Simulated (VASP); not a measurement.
A 63-atom supercell of SiC (zinc blende) holds V on the Si site with a neighbouring C vacancy in charge state +0. It is relaxed twice, with the total moment held at 1 and at 3 μB. Level of theory: PBE GGA, VASP's PBE PAW potentials (set 64) (plane waves; VASP). Numerical set-up: PREC = Normal, LREAL = Auto, ISYM = 0, EDIFF = 1E-5, 400 eV cut-off, 1×1×1 Γ-centred mesh, Gaussian smearing of 0.050 eV, potentials Si C V_sv.

The supercell is sampled at Γ alone, which is coarse: total energies, pressure and levels can be off, energies of defects by several tenths of an eV.

Problem. Which spin state lies lower, and by how much?

Solution. The state with 3 μB lies lower, by 0.19 eV.

The cell is a supercell with a defect, built from SiC (zinc blende).
